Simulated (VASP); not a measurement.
```yaml
crystal:
  lattice:
    - [0.00000, 3.33078, 3.33078]
    - [3.33078, 0.00000, 3.33078]
    - [3.33078, 3.33078, 0.00000]
  atoms:
    - { symbol: Cd, position: [0.00000, 0.00000, 0.00000] }
    - { symbol: Te, position: [0.25000, 0.25000, 0.25000] }
```

Calculation: SCAN meta-GGA, VASP's PBE PAW potentials (set 64) (plane waves; VASP). Run with 520 eV cut-off, 7×7×7 Γ-centred mesh, Gaussian smearing of 0.050 eV, potentials Cd Te.

Task: The job: CdTe (zinc blende), 2 atoms, SCAN, static run, 520 eV, 7×7×7 Γ-centred mesh. Roughly how much core time does it take on a busy server core?

Result: About 60 core-seconds (one run on a shared machine, a rough figure). It had 20 irreducible k-points, 13 bands, up to 2009 plane waves and 28 electronic steps.

The compound is CdTe in the zinc blende structure. This cell is one point of a volume scan, at 1.06 of the reference volume.
